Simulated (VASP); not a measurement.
Cost and result of VASP (PAW) for the lattice constant a of Re (hcp). Static lattice. The cost counts the five points of the equation of state, each on the mesh and cut-off of its row, so the ratios hold those differences too. With r2SCAN it took about 30 core-minutes. The timings are rough (shared machines, no repeats); factors under 2 mean little.

```csv
level,k-mesh,cut-off (eV),lattice constant a (Å),cost over r2SCAN
PBE-D4,15×15×8,520,[?],about 1/6
AM05,15×15×8,520,2.742,about 1/6
RPBE,15×15×8,520,2.780,about 1/5
optB88-vdW,15×15×8,520,2.778,about 1/4
r2SCAN,15×15×8,520,2.756,reference
r2SCAN+rVV10,15×15×8,520,2.753,within a factor of 2
SCAN,15×15×8,520,[?],within a factor of 2
```

Fill in the missing entries.

- PBE-D4, lattice constant a (Å): 2.754
- SCAN, lattice constant a (Å): 2.734

Left out are levels that failed, ran on another kind of processor or have no fit band path; at most nine are shown.

The compound is Re in the hcp structure.
